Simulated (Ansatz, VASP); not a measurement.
# Si: VASP beside Ansatz

```
CELL_PARAMETERS angstrom
0.00000 2.73505 2.73505
2.73505 0.00000 2.73505
2.73505 2.73505 0.00000
ATOMIC_POSITIONS crystal
Si 0.75000 0.75000 0.75000
Si 0.50000 0.50000 0.50000
```

Alike in both runs: functional PBE; k mesh 8 × 8 × 8; occupations gaussian, width 0.02 eV; no spin polarisation.

Ansatz relaxed the structure, and its values are those at the end. VASP's run is a single point on that final structure, the one shown.

```csv
,VASP,Ansatz
version,VASP 6.6.1,Ansatz 0.2.0
potentials or method,"VASP PAW PBE potentials, release 64 (Si)","scalar-relativistic, plane waves, PAW"
plane-wave cutoff (eV),520,420
valence electrons in the cell,8,8
```

|  | VASP | Ansatz | Ansatz less VASP |
| --- | --- | --- | --- |
| gap on the k mesh at the Fermi level (eV) | 0.65 | 0.65 | -0.002 |
| least direct gap on the mesh (eV) | 2.56 | 2.55 | -0.005 |
| pressure (GPa) | -0.1 | 0.0 | +0.08 |

A k mesh can miss the band edges.
